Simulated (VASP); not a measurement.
Output of a VASP run:

### OUTCAR
```
 ion  position               nearest neighbor table
   1  0.000  0.000  0.000-   2 2.63   2 2.63   2 2.63   2 2.63   2 2.63   2 2.63
   2  0.500  0.500  0.500-   1 2.63   1 2.63   1 2.63   1 2.63   1 2.63   1 2.63
  LATTYP: Found a face centered cubic cell.
 ALAT       =     5.2588040000
 Subroutine PRICEL returns:
 Original cell was already a primitive cell.
 Subroutine GETGRP returns: Found 48 space group operations
The static configuration has the point symmetry O_h .
The dynamic configuration has the point symmetry O_h .
 Subroutine INISYM returns: Found 48 space group operations
 Subroutine IBZKPT returns following result:
 Found     44 irreducible k-points:

 Following reciprocal coordinates:
            Coordinates               Weight
  0.071429  0.071429  0.071429      8.000000
  0.214286  0.071429  0.071429     24.000000
  0.357143  0.071429  0.071429     24.000000
  0.500000  0.071429  0.071429     24.000000
 -0.357143  0.071429  0.071429     24.000000
 -0.214286  0.071429  0.071429     24.000000
 -0.071429  0.071429  0.071429     24.000000
  0.214286  0.214286  0.071429     24.000000
  0.357143  0.214286  0.071429     48.000000
  0.500000  0.214286  0.071429     48.000000
 -0.357143  0.214286  0.071429     48.000000
 -0.214286  0.214286  0.071429     48.000000
 -0.071429  0.214286  0.071429     48.000000
  0.357143  0.357143  0.071429     24.000000
  0.500000  0.357143  0.071429     48.000000
 -0.357143  0.357143  0.071429     48.000000
 -0.214286  0.357143  0.071429     48.000000
 -0.071429  0.357143  0.071429     48.000000
  0.500000  0.500000  0.071429     24.000000
 -0.357143  0.500000  0.071429     48.000000
 -0.214286  0.500000  0.071429     48.000000
 -0.071429  0.500000  0.071429     24.000000
 -0.357143 -0.357143  0.071429     24.000000
 -0.214286 -0.357143  0.071429     48.000000
 -0.214286 -0.214286  0.071429     24.000000
  0.214286  0.214286  0.214286      8.000000
  0.357143  0.214286  0.214286     24.000000
  0.500000  0.214286  0.214286     24.000000
 -0.357143  0.214286  0.214286     24.000000
 -0.214286  0.214286  0.214286     24.000000
  0.357143  0.357143  0.214286     24.000000
  0.500000  0.357143  0.214286     48.000000
 -0.357143  0.357143  0.214286     48.000000
 -0.214286  0.357143  0.214286     48.000000
  0.500000  0.500000  0.214286     24.000000
 -0.357143  0.500000  0.214286     48.000000
 -0.214286  0.500000  0.214286     24.000000
 -0.357143 -0.357143  0.214286     24.000000
  0.357143  0.357143  0.357143      8.000000
  0.500000  0.357143  0.357143     24.000000
 Subroutine IBZKPT_HF returns following result:
   k-points           NKPTS =     44   k-points in BZ     NKDIM =   1372   number of bands    NBANDS=      8
   number of dos      NEDOS =    301   number of ions     NIONS =      2
   total plane-waves  NPLWV =   8000
   dimension x,y,z NGX =    20 NGY =   20 NGZ =   20
   dimension x,y,z NGXF=    40 NGYF=   40 NGZF=   40
   ions per type =               1   1
   PREC   = accura    normal or accurate (medium, high low for compatibility)
   ISTART =      0    job   : 0-new  1-cont  2-samecut
   ICHARG =      2    charge: 1-file 2-atom 10-const
   ISPIN  =      1    spin polarized calculation?
   LNONCOLLINEAR =      F non collinear calculations
   LSORBIT =      F    spin-orbit coupling
   INIWAV =      1    electr: 0-lowe 1-rand  2-diag
   ENCUT  =  270.0 eV  19.84 Ry    4.45 a.u.   4.98  4.98  4.98*2*pi/ulx,y,z
   NELM   =    100;   NELMIN=  2; NELMDL= -5     # of ELM steps
   EDIFF  = 0.1E-05   stopping-criterion for ELM
   LREAL  =      F    real-space projection
   NLSPLINE    = F    spline interpolate recip. space projectors
   LMAXMIX     =    2 max onsite mixed and CHGCAR
   VOSKOWN=      0    Vosko Wilk Nusair interpolation
   EDIFFG = 0.1E-04   stopping-criterion for IOM
   NSW    =      0    number of steps for IOM
   NBLOCK =      1;   KBLOCK =      1    inner block; outer block
...
```

**OSZICAR**
```
       N       E                     dE             d eps       ncg     rms          rms(c)
DAV:   1    -0.243045655775E+03   -0.24305E+03   -0.26655E+03   744   0.460E+02
DAV:   2    -0.264859956279E+03   -0.21814E+02   -0.20358E+02   976   0.882E+01
DAV:   3    -0.265417048525E+03   -0.55709E+00   -0.55709E+00   816   0.191E+01
DAV:   4    -0.265419398124E+03   -0.23496E-02   -0.23496E-02  1136   0.131E+00
DAV:   5    -0.104350031410E+02    0.25498E+03   -0.17770E+00   840   0.111E+01    0.482E+00
DAV:   6    -0.991963335466E+01    0.51537E+00   -0.14118E+00   728   0.627E+00    0.415E+00
DAV:   7    -0.989811322710E+01    0.21520E-01   -0.35429E-01   816   0.316E+00    0.376E+00
DAV:   8    -0.989648967467E+01    0.16236E-02   -0.24804E-02   984   0.890E-01    0.233E+00
DAV:   9    -0.989292655353E+01    0.35631E-02   -0.14690E-03   992   0.334E-01    0.124E+00
DAV:  10    -0.989150298551E+01    0.14236E-02   -0.84698E-04   896   0.242E-01    0.598E-01
DAV:  11    -0.989103599112E+01    0.46699E-03   -0.28188E-04   984   0.144E-01    0.275E-01
DAV:  12    -0.989086849735E+01    0.16749E-03   -0.83020E-05   976   0.822E-02    0.128E-01
DAV:  13    -0.989080688262E+01    0.61615E-04   -0.33805E-05  1016   0.515E-02    0.621E-02
DAV:  14    -0.989078494064E+01    0.21942E-04   -0.13664E-05  1008   0.319E-02    0.336E-02
DAV:  15    -0.989077709055E+01    0.78501E-05   -0.52664E-06  1048   0.199E-02    0.216E-02
DAV:  16    -0.989077423843E+01    0.28521E-05   -0.19984E-06   888   0.125E-02    0.157E-02
DAV:  17    -0.989077324294E+01    0.99549E-06   -0.76355E-07   576   0.789E-03
   1 F= -.98907732E+01 E0= -.98907732E+01  d E =-.884284E-46
```

OUTCAR:
```
------------------------ aborting loop because EDIFF is reached ----------------------------------------
  FORCE on cell =-STRESS in cart. coord.  units (eV):
  Direction    XX          YY          ZZ          XY          YZ          ZX
  --------------------------------------------------------------------------------------
  Total       -0.8075266     -0.8075266     -0.8075266     -0.0000000      0.0000000      0.0000000
  in kB      -35.5849591    -35.5849591    -35.5849591     -0.0000000      0.0000000      0.0000000
  external PRESSURE =     -35.5849591 kB  Pullay stress =       0.0000000 kB
  volume of cell :       36.36
      direct lattice vectors                 reciprocal lattice vectors
     0.000000000  2.629402000  2.629402000    -0.190157306  0.190157306  0.190157306
     2.629402000  0.000000000  2.629402000     0.190157306 -0.190157306  0.190157306
     2.629402000  2.629402000  0.000000000     0.190157306  0.190157306 -0.190157306
 POSITION                                       TOTAL-FORCE (eV/Angst)
 -----------------------------------------------------------------------------------
      0.00000      0.00000      0.00000         0.000000      0.000000      0.000000
      2.62940      2.62940      2.62940        -0.000000     -0.000000     -0.000000
 -----------------------------------------------------------------------------------
    total drift:                               -0.000001     -0.000001     -0.003114
  FREE ENERGIE OF THE ION-ELECTRON SYSTEM (eV)
  ---------------------------------------------------
  free  energy   TOTEN  =        -9.8907732429 eV

  energy  without entropy=       -9.8907732429  energy(sigma->0) =       -9.89077324

  exchange ACFDT corr.  =         0.00000000  see jH, gK, PRB 81, 115126
```
(Selected blocks of OUTCAR.)

File POSCAR:
```
MgS
1
    0.0000000000     2.6294020000     2.6294020000
    2.6294020000     0.0000000000     2.6294020000
    2.6294020000     2.6294020000     0.0000000000
Mg S
1 1
Direct
  0.0000000000   0.0000000000   0.0000000000
  0.5000000000   0.5000000000   0.5000000000
```

Reconstruct the remaining input files.

Several could match; the one computed here: the input of the run itself, HSE06 screened hybrid, plane waves, VASP's PBE PAW potentials (set 64).

**KPOINTS**
```
Automatic mesh
0
Gamma
7 7 7
0.5 0.5 0.5
```

**INCAR**
```
! general
SYSTEM    =  MgS
PREC      =  Accurate
ENCUT     =  270
LREAL     =  .FALSE.
LASPH     =  .TRUE.
ISYM      =  3

! electronic loop
EDIFF     =  1E-6
NELM      =  100
ALGO      =  Normal

! smearing
ISMEAR    =  0
SIGMA     =  0.01

! functional
GGA       =  PE
LHFCALC   =  .TRUE.
AEXX      =  0.25
HFSCREEN  =  0.2
PRECFOCK  =  Fast

! ions
ISIF      =  2

! output
LWAVE     =  .FALSE.
LCHARG    =  .FALSE.
```

POTCAR, in this order: Mg S (PBE.64 set). Program: vasp_std.

At this cut-off the stress carries a Pulay error, which pulls relaxed volumes low.

The structure comes from a computed database's MgS entry; how it stands against other phases isn't given here. The cell was not relaxed at this level. The run is one of a series of settings (ENCUT = 270 against the base run), some of them coarse on purpose.
